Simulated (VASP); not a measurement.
## InAs(110): relaxation, ionisation energy and affinity

Aim: ionisation energy and electron affinity of InAs(110), from a slab and a bulk run lined up through core potentials.

Main program and level: VASP 6.6.1; PBE; plane waves and PAW (In, As).

This is a report of a sequence of runs, with most program output left out.

### Step 1. Set-up

Symmetry: F-43m, No. 216, cubic system. Conventional cell: a = 6.060 Å, b = 6.060 Å, c = 6.060 Å, α = 90.00°, β = 90.00°, γ = 90.00°. In has 4 As at 2.62 Å nearest. Nearest to As lie 4 In at 2.62 Å. Farther neighbours are not listed.

### Step 2. Relaxing the bulk crystal

The later steps need the crystal at this functional's own lattice; a raised cutoff keeps the stress reliable while the cell changes.

The input, INCAR:

```
SYSTEM = InAs
PREC = Accurate
ENCUT = 350
EDIFF = 1E-06
NELM = 120
ISMEAR = 0
SIGMA = 0.03
LREAL = .FALSE.
ALGO = Normal
GGA = PE
NBANDS = 10
LORBIT = 11
LWAVE = .FALSE.
LCHARG = .FALSE.
KPAR = 4
IBRION = 2
NSW = 40
ISIF = 3
EDIFFG = -0.02
POTIM = 0.4
```

The input, POSCAR:

```
InAs
1.0
    0.0000000000      3.0300000000      3.0300000000
    3.0300000000      0.0000000000      3.0300000000
    3.0300000000      3.0300000000      0.0000000000
In As
1 1
Direct
    0.0000000000      0.0000000000      0.0000000000
    0.2500000000      0.2500000000      0.2500000000
```

The input, KPOINTS:

```
Automatic mesh
0
Gamma
5 5 5
0 0 0
```

Potentials, in the order of the species: In and As (PBE family, release 64).

The run is started by

```sh
> mpirun -np 4 vasp_std
```

It took 9.4 s on 4 MPI ranks of AMD EPYC 7R43, shared host; peak memory 0.51 GiB.

The data set In keeps the semicore shell frozen, which is cheaper and a little less accurate. The run keeps the 24 symmetry operations of its start, so it cannot find a distortion of lower symmetry.

The steps of the relaxation:

| step | energy less that of the first step (eV) | largest force (eV/Å) | pressure (GPa) | volume (Å³) |
| --- | --- | --- | --- | --- |
| 1 | 0.0000 | 0.0000 | 4.57 | 55.64 |
| 2 | -0.0570 | 0.0000 | -0.69 | 60.90 |
| 3 | -0.0587 | 0.0000 | 0.04 | 60.04 |

| conventional cell, symmetrised | before | after | change |
| --- | --- | --- | --- |
| a (Å) | 6.060 | 6.216 | +2.6 % |
| b (Å) | 6.060 | 6.216 | +2.6 % |
| c (Å) | 6.060 | 6.216 | +2.6 % |
| volume (Å³/atom) | 27.82 | 30.02 | +7.9 % |

The relaxed structure:

```cif
data_structure
_symmetry_space_group_name_H-M 'P 1'
_symmetry_Int_Tables_number 1
_cell_length_a 4.3953
_cell_length_b 4.3953
_cell_length_c 4.3953
_cell_angle_alpha 60.000
_cell_angle_beta 60.000
_cell_angle_gamma 60.000
_cell_volume 60.04
loop_
_atom_site_label
_atom_site_type_symbol
_atom_site_fract_x
_atom_site_fract_y
_atom_site_fract_z
_atom_site_occupancy
In1 In 0.00000 0.00000 0.00000 1
As2 As 0.25000 0.25000 0.25000 1
```

This step gave:

| Item | Value |
| --- | --- |
| electronic cycles | 27 |
| electrons | 8 |
| free energy (TOTEN) | -7.656 eV |
| energy at zero smearing | -7.655 eV |
| Fermi energy | 2.634 eV |

The run ended after 3 ionic steps, 0.059 eV below its first step, once forces and stress met EDIFFG = -0.02.

### Step 3. Relax the host again, on a new basis

The volume changed by more than 5 %, so the plane waves of the start no longer fit; a second relaxation removes that error.

INCAR: that of step 2 with these lines changed.

```diff
@@ -16,3 +16,3 @@
 IBRION = 2
-NSW = 40
+NSW = 30
 ISIF = 3
```

The input, POSCAR:

```
InAs
1.0
    0.0000000000      3.1079415960      3.1079415960
    3.1079415960      0.0000000000      3.1079415960
    3.1079415960      3.1079415960      0.0000000000
In As
1 1
Direct
    0.0000000000      0.0000000000      0.0000000000
    0.2500000000      0.2500000000      0.2500000000
```

KPOINTS is that of step 2.

The run is started by

```sh
> mpirun -np 4 vasp_std
```

The job ended after 4 s (4 MPI ranks; peak memory 0.47 GiB).

Little changed from the start: no atom moved by 0.005 Å and no cell edge by 0.1 %.

Numbers from this step:

```yaml
electronic_cycles: 12
```

The start already met the threshold, so nothing moved.

### Step 4. Band edges of the bulk

A static bulk run at the slab's cutoff gives the band edges and the core potentials that tie them to the slab.

The input, INCAR:

```
SYSTEM = InAs
PREC = Normal
ENCUT = 320
EDIFF = 1E-06
NELM = 120
ISMEAR = 0
SIGMA = 0.03
LREAL = .FALSE.
ALGO = Normal
GGA = PE
NBANDS = 10
LORBIT = 11
LWAVE = .FALSE.
LCHARG = .FALSE.
KPAR = 4
```

POSCAR is that of step 3.

The input, KPOINTS:

```
Automatic mesh
0
Gamma
12 12 12
0 0 0
```

The run is started by

```sh
> mpirun -np 4 vasp_std
```

It took 6.2 s on 4 MPI ranks; peak memory 0.44 GiB; 21 s of CPU time.

This step gave:

| Item | Value |
| --- | --- |
| free energy (TOTEN) | -7.699 eV |
| Fermi energy | 2.616 eV |
| metallic | yes |

The run ends at a pressure of -0.12 GPa.

### Step 5. Surface relaxation

System of this step: InAs(110). The cell holds 18 atoms: 9 In and 9 As. Cell: a = 4.395 Å, b = 6.216 Å, c = 33.581 Å, α = 90.0°, β = 90.0°, γ = 90.0°. It derives from InAs. 9 layers, cut at this functional's lattice. Vacuum lies along c.

All atoms relax at the fixed cell.

The input, INCAR:

```
SYSTEM = InAs
PREC = Normal
ENCUT = 320
EDIFF = 1E-05
NELM = 120
ISMEAR = 0
SIGMA = 0.03
LREAL = Auto
ALGO = Fast
GGA = PE
NBANDS = 54
LORBIT = 11
LWAVE = .FALSE.
LCHARG = .FALSE.
KPAR = 2
NCORE = 2
IBRION = 2
NSW = 60
ISIF = 2
EDIFFG = -0.03
POTIM = 0.4
MAXMIX = 40
IDIPOL = 3
LDIPOL = .TRUE.
DIPOL = 0.5 0.5 0.5
```

The input, POSCAR:

```
InAs
1.0
    4.3952931561      0.0000000000      0.0000000000
    0.0000000000      6.2158831920      0.0000000000
    0.0000000000      0.0000000000     33.5811726245
In As
9 9
Direct
    0.0000000000      0.0000000000      0.2382287300
    0.5000000000      0.5000000000      0.3036715500
    0.0000000000      0.0000000000      0.3691143600
    0.5000000000      0.5000000000      0.4345571800
    0.0000000000      0.0000000000      0.5000000000
    0.5000000000      0.5000000000      0.5654428200
    0.0000000000      0.0000000000      0.6308856400
    0.5000000000      0.5000000000      0.6963284500
    0.0000000000      0.0000000000      0.7617712700
    0.0000000000      0.7500000000      0.3036715500
    0.5000000000      0.2500000000      0.2382287300
    0.0000000000      0.7500000000      0.4345571800
    0.5000000000      0.2500000000      0.3691143600
    0.0000000000      0.7500000000      0.5654428200
    0.5000000000      0.2500000000      0.5000000000
    0.0000000000      0.7500000000      0.6963284500
    0.5000000000      0.2500000000      0.6308856400
    0.5000000000      0.2500000000      0.7617712700
```

The input, KPOINTS:

```
Automatic mesh
0
Gamma
6 4 1
0 0 0
```

The run is started by

```sh
> mpirun -np 4 vasp_std
```

Run time: 9.2 min. Hardware: 4 MPI ranks; peak memory 1 GiB; 37 min of CPU time.

The gap is read on the k-mesh alone, so it is an upper bound where the band edges lie off the mesh. The run keeps the 4 symmetry operations of its start, so it cannot find a distortion of lower symmetry.

The steps of the relaxation:

```csv
step,energy less that of the first step (eV),largest force (eV/Å)
1,0.0000,1.3504
2,-0.2461,1.1695
3,-0.6579,0.7086
4,-0.6911,0.8435
5,-0.9501,0.6433
6,-1.1319,0.4629
7,-1.1328,0.4937
8,-1.1870,0.1884
9,-1.1873,0.2070
10,-1.2027,0.1365
11,-1.2098,0.1212
12,-1.2189,0.0783
13,-1.2202,0.0885
14,-1.2239,0.0488
15,-1.2240,0.0595
16,-1.2255,0.0514
17,-1.2263,0.0564
18,-1.2276,0.0266
```

The atoms that moved most (Å):

| atom | dx | dy | dz | length |
| --- | --- | --- | --- | --- |
| In9 | 0.000 | 0.348 | -0.491 | 0.601 |
| In1 | 0.000 | 0.348 | 0.491 | 0.601 |
| As18 | 0.000 | 0.092 | 0.270 | 0.286 |
| As11 | 0.000 | 0.092 | -0.270 | 0.286 |
| In2 | 0.000 | -0.108 | -0.128 | 0.167 |
| In8 | 0.000 | -0.108 | 0.128 | 0.167 |
| As10 | 0.000 | -0.104 | 0.033 | 0.109 |
| As16 | 0.000 | -0.104 | -0.033 | 0.109 |

The relaxed structure:

```cif
data_structure
_symmetry_space_group_name_H-M 'P 1'
_symmetry_Int_Tables_number 1
_cell_length_a 4.3953
_cell_length_b 6.2159
_cell_length_c 33.5812
_cell_angle_alpha 90.000
_cell_angle_beta 90.000
_cell_angle_gamma 90.000
_cell_volume 917.46
loop_
_atom_site_label
_atom_site_type_symbol
_atom_site_fract_x
_atom_site_fract_y
_atom_site_fract_z
_atom_site_occupancy
In1 In 0.00000 0.05591 0.25284 1
In2 In 0.50000 0.48262 0.29987 1
In3 In 0.00000 0.99109 0.36984 1
In4 In 0.50000 0.49166 0.43359 1
In5 In 0.00000 0.99546 0.50000 1
In6 In 0.50000 0.49166 0.56641 1
In7 In 0.00000 0.99109 0.63016 1
In8 In 0.50000 0.48262 0.70013 1
In9 In 0.00000 0.05591 0.74716 1
As10 As 0.00000 0.73327 0.30464 1
As11 As 0.50000 0.26487 0.23018 1
As12 As 0.00000 0.74208 0.43493 1
As13 As 0.50000 0.24317 0.36768 1
As14 As 0.00000 0.74208 0.56507 1
As15 As 0.50000 0.24523 0.50000 1
As16 As 0.00000 0.73327 0.69536 1
As17 As 0.50000 0.24317 0.63232 1
As18 As 0.50000 0.26487 0.76982 1
```

This step gave:

```
electronic cycles              : 148
electrons                      : 72
free energy (TOTEN)            : -67.7199 eV
Fermi energy                   : -0.3207 eV
metallic                       : no
dipole moment                  : 0, 0, 0 e·Å
gap on the k-mesh              : 0.2582 eV
least direct gap on the k-mesh : 0.2582 eV
```

The run ended after 18 ionic steps, 1.228 eV below its first step, once the forces on the free atoms met EDIFFG = -0.03.

### Step 6. Potential and states of the slab

A static run writes the electrostatic potential without exchange and correlation (LVHAR), which is flat in the vacuum and gives the level to count from. The dipole correction cancels the field that unlike faces would set up across the vacuum.

The input, INCAR:

```
SYSTEM = InAs
PREC = Normal
ENCUT = 320
EDIFF = 1E-06
NELM = 120
ISMEAR = 0
SIGMA = 0.03
LREAL = Auto
ALGO = Fast
GGA = PE
NBANDS = 54
LORBIT = 11
LWAVE = .FALSE.
LCHARG = .TRUE.
KPAR = 2
IDIPOL = 3
LDIPOL = .TRUE.
DIPOL = 0.5 0.5 0.5
LVHAR = .TRUE.
LVACPOTAV = .TRUE.
NEDOS = 1500
```

The input, POSCAR:

```
InAs
1.0
    4.3952931561      0.0000000000      0.0000000000
    0.0000000000      6.2158831920      0.0000000000
    0.0000000000      0.0000000000     33.5811726245
In As
9 9
Direct
    0.0000000000      0.0559073169      0.2528407223
    0.5000000000      0.4826202759      0.2998672379
    0.0000000000      0.9910861688      0.3698391603
    0.5000000000      0.4916577817      0.4335916011
    0.0000000000      0.9954628566      0.5000000000
    0.5000000000      0.4916577817      0.5664083989
    0.0000000000      0.9910861688      0.6301608397
    0.5000000000      0.4826202759      0.7001327621
    0.0000000000      0.0559073169      0.7471592777
    0.0000000000      0.7332723952      0.3046419051
    0.5000000000      0.2648694324      0.2301803358
    0.0000000000      0.7420764103      0.4349262731
    0.5000000000      0.2431654888      0.3676804455
    0.0000000000      0.7420764103      0.5650737269
    0.5000000000      0.2452266032      0.5000000000
    0.0000000000      0.7332723952      0.6953580949
    0.5000000000      0.2431654888      0.6323195545
    0.5000000000      0.2648694324      0.7698196642
```

KPOINTS is that of step 5.

The input, KPOINTS_OPT:

```
Line mode
14
Line-mode
Reciprocal
  0.00000000   0.00000000   0.00000000 GAMMA
  0.50000000   0.00000000   0.00000000 X

  0.50000000   0.00000000   0.00000000 X
  0.50000000   0.50000000   0.00000000 S

  0.50000000   0.50000000   0.00000000 S
  0.00000000   0.50000000   0.00000000 Y

  0.00000000   0.50000000   0.00000000 Y
  0.00000000   0.00000000   0.00000000 GAMMA

  0.00000000   0.00000000   0.00000000 GAMMA
  0.50000000   0.50000000   0.00000000 S
```

The run is started by

```sh
> mpirun -np 4 vasp_std
```

The job ended after 6.1 min (4 MPI ranks; peak memory 1.3 GiB; 24 min of CPU time).

Numbers from this step:

```
electronic cycles                                 : 25
Fermi energy                                      : -0.3216 eV
least gap on mesh and path                        : 0.2583 eV
least direct gap on mesh and path                 : 0.2583 eV
vacuum levels                                     : 4.396, 4.396 eV
ionisation potentials of the upper and lower face : 4.847, 4.847 eV
electron affinities of the upper and lower face   : 4.588, 4.588 eV
```

The electronic bands at the labelled points (eV, zero at the valence-band top; v1 is the highest filled band, c1 the lowest empty one):

```csv
point,v4,v3,v2,v1,c1,c2,c3,c4
Γ,-0.23,-0.20,-0.09,0.00,0.26,1.00,1.47,1.72
0.54 of the way,-1.07,-0.94,-0.73,-0.42,1.69,1.84,1.84,2.13
X,-1.33,-1.08,-0.94,-0.80,1.12,1.17,1.95,2.01
0.54 of the way,-1.11,-1.08,-0.83,-0.74,1.32,1.44,1.85,1.98
S,-1.04,-0.95,-0.70,-0.65,0.86,1.30,1.39,2.18
0.46 of the way,-0.90,-0.86,-0.65,-0.63,1.79,1.86,1.96,2.14
Y,-0.84,-0.81,-0.72,-0.70,0.91,1.00,1.25,1.35
0.46 of the way,-0.48,-0.48,-0.42,-0.42,1.11,1.14,1.36,1.38
Γ,-0.23,-0.20,-0.09,0.00,0.26,1.00,1.47,1.72
0.46 of the way,-0.83,-0.74,-0.47,-0.42,1.35,1.86,1.96,2.08
S,-1.04,-0.95,-0.70,-0.65,0.86,1.30,1.39,2.18
```

Of the projections kept (In, As), the largest for each band there; the rest of the weight can lie on other orbitals:

```
point       v4       v3       v2       v1       c1       c2       c3       c4
    Γ  As 0.68  As 0.60  As 0.64  As 0.66  As 0.54  As 0.54  In 0.52  In 0.75
    X  As 0.54  As 0.54  As 0.61  As 0.61  In 0.85  In 0.86  In 0.66  In 0.79
    S  As 0.55  As 0.56  As 0.61  As 0.64  In 0.74  In 0.61  In 0.70  In 0.55
    Y  As 0.55  As 0.55  As 0.58  As 0.59  In 0.71  In 0.66  In 0.71  In 0.56
    Γ  As 0.68  As 0.60  As 0.64  As 0.66  As 0.54  As 0.54  In 0.52  In 0.75
    S  As 0.55  As 0.56  As 0.61  As 0.64  In 0.74  In 0.61  In 0.70  In 0.55
```

The planar average of the electrostatic potential oscillates, so the rows of the table below give means over windows of 2.24 Å about each position, cut where the curve ends. Its maxima inside the range that stand out by 2 % of the span (Å: eV): 9.0: -1.66, 11.3: 1.10, 13.4: 0.603, 15.7: 0.850, 17.9: 0.850, 20.1: 0.603, 22.3: 1.10, 24.6: -1.66. Its minima: 8.1: -4.35, 10.1: -5.86, 12.4: -5.50, 14.6: -5.54, 16.8: -5.51, 19.0: -5.54, 21.2: -5.50, 23.5: -5.86, 25.5: -4.35.

Zero at the Fermi level. Table of planar average of the electrostatic potential by height; means over each step:

height (Å), planar average of the electrostatic potential (eV) and a bar from the least value:
```
     1.12       4.72 ##############################
     3.36       4.72 ##############################
     5.60       4.51 #############################
     7.84      -1.64 ######
    10.08      -3.34 
    12.32      -2.58 ###
    14.56      -2.66 ###
    16.80      -2.61 ###
    19.04      -2.66 ###
    21.28      -2.58 ###
    23.52      -3.36 
    25.76      -1.60 #######
    28.00       4.52 #############################
    30.24       4.72 ##############################
    32.48       4.72 ##############################
```

Density of states in the PAW spheres, an atom over height of the layer and energy from the Fermi level.

Ten even steps from '_' (0.00 states/eV) to '@' (0.99 states/eV), each cell a mean:
```
____________________________
____________________________
......::::..........::......
##++::====::::::::--==::++##
%%==++++++++++++++++++++==%%
**==##++++++++**++++++##==**
--==++++++++++++++++++++==--
::--====++**++++++++====--::
..--------========--------..
____..__............__..____
__....________________....__
..::..________________..::..
..==......::::::::......==..
..++--....--......::..--++..
::@@@@--::%%**++**++--@@@@::
..==##::::@@********::##==..
____________________________
____________________________
____________________________
____________________________
____________________________
____________________________
```
Columns: height of the layer (Å) from 7.7 to 25.9 (not evenly spaced); rows upwards: energy from the Fermi level (eV) from -7.9 to 0.5.

Electrostatic potential energy in the cb plane at fractional x = 0.000, with atoms of In and As within 0.2 Å of it. With pseudopotentials it is smooth inside the atoms' cores, unlike the true potential.

Values in eV, 9 rows by 16 columns, each cell a mean:
```
  4   4   4   4   4   4   3  -5 -22  -9  -3 -12 -32 -13  -4  -4
  4   4   4   4   4   4   4   2  -1 -13 -31  -6 -11  -6 -30 -16
  4   4   4   4   4   4   4   4   3 -19 -28  -7   3  -4 -29 -20
  4   4   4   4   4   4   4   4   4  -4 -17   1   4   1 -14  -4
  4   4   4   4   4   4   4   4   4   3   2   3   4   3   2   3
  4   4   4   4   4   4   4   4   3   3   3   4   4   4   3   3
  4   4   4   4   4   4   4   2  -5   0   3   3   2   3   3   3
  4   4   4   4   4   4   3  -7 -28 -13   2  -2 -14  -3   3   1
  4   4   4   4   4   4   3 -12 -34 -18   2 -13 -33 -14   2  -3
```
Columns run along c (16.0 Å, from fractional 0.00 to 0.48 of the cell; values clipped at the 3rd and 97th percentile), rows up along b (6.2 Å). Atoms in or near the plane, at fractional coordinates: In at (0.25, 0.06), In at (0.37, 0.99), As at (0.30, 0.73), As at (0.43, 0.74).

Valence density in the cb plane at fractional x = 0.000, with atoms of In and As within 0.2 Å of it. It is the smooth field of the valence electrons, not physical close to the nuclei.

Values in e/Å³, 9 rows by 16 columns, each cell a mean:
```
0.00 0.00 0.00 0.00 0.00 0.00 0.01 0.07 0.13 0.27 0.29 0.20 0.04 0.21 0.30 0.27
0.00 0.00 0.00 0.00 0.00 0.00 0.00 0.02 0.11 0.45 0.45 0.35 0.14 0.34 0.43 0.48
0.00 0.00 0.00 0.00 0.00 0.00 0.00 0.01 0.06 0.41 0.19 0.31 0.07 0.27 0.24 0.42
0.00 0.00 0.00 0.00 0.00 0.00 0.00 0.00 0.03 0.25 0.43 0.14 0.02 0.12 0.41 0.25
0.00 0.00 0.00 0.00 0.00 0.00 0.00 0.01 0.02 0.07 0.11 0.04 0.01 0.03 0.10 0.06
0.00 0.00 0.00 0.00 0.00 0.00 0.01 0.02 0.03 0.03 0.03 0.02 0.02 0.02 0.02 0.02
0.00 0.00 0.00 0.00 0.00 0.00 0.01 0.06 0.10 0.05 0.02 0.03 0.06 0.03 0.01 0.02
0.00 0.00 0.00 0.00 0.00 0.00 0.02 0.11 0.10 0.10 0.03 0.08 0.13 0.08 0.02 0.05
0.00 0.00 0.00 0.00 0.00 0.00 0.01 0.10 0.01 0.12 0.08 0.12 0.03 0.13 0.07 0.10
```
Columns run along c (16.0 Å, from fractional 0.00 to 0.48 of the cell), rows up along b (6.2 Å). Atoms in or near the plane, at fractional coordinates: In at (0.25, 0.06), In at (0.37, 0.99), As at (0.30, 0.73), As at (0.43, 0.74).

The map of layer states is cut here 0.5 eV above the Fermi level, so it leaves out the states above that.

The vacuum level lies 4.85 eV above the highest filled level at the upper face; both faces agree, as the slab has next to no dipole.

The program found no field-free point at its default tolerance, but its printed level agrees with the flat part of the planar average.

### Step 7. Lining up bulk and slab

This step: band edges against the vacuum, PBE; plane waves and PAW (VASP 6.6.1).

This step runs nothing: it gathers the runs above.

This step gave:

| Property | Result |
| --- | --- |
| ionisation energy | 4.820 eV |
| offset spread | 0.01420 eV |
| bulk gap | 0 eV |
| slab gap | 0.2583 eV |
| buckling | 0.7610 Å |
| tilt | 30.36 degree |
| surface energy, relaxed | 0.4594 J/m² |

The averaged core potentials of the four middle atoms lie -3.040 eV from those of the bulk run. The Fermi level of the gapless bulk (2.616 eV), moved by that offset, is taken from the upper vacuum level (4.396 eV).

### Step 8. Outcome

```yaml
ionisation_energy: 4.82 eV
buckling: 0.761 Å
surface_energy_relaxed: 0.459 J/m²
```

**Reading.** The bulk Fermi level lies 4.82 eV below the vacuum of InAs(110); the bulk gap is closed at this level, so no affinity is given. The top layer buckles by 0.76 Å, a tilt of 30°, with As outermost, as the anion takes the dangling-bond electrons and the cation flattens towards sp². The surface costs 0.46 J/m². The offsets of the four middle atoms spread by 0.01 eV; a shift common to all four would not show in it. One thickness was run. Semilocal band edges put the valence top too high and the gap too small. Spin-orbit coupling, left out here, would raise the valence top further.

[Lines on the potential files, build, host, timing and source positions are cut from VASP's logs without a mark.]

[Logs are printed without paths, hosts, clocks, repeated set-up lines and the standing remarks that a program may print on its own settings, such as how far it seeks lower states.]

[Hosts, paths, dates, database ids (printed as entryN), source tags and the programs' standing remarks are cut or masked in the printed files.]

[Runs that stopped without an error message from VASP are left out.]
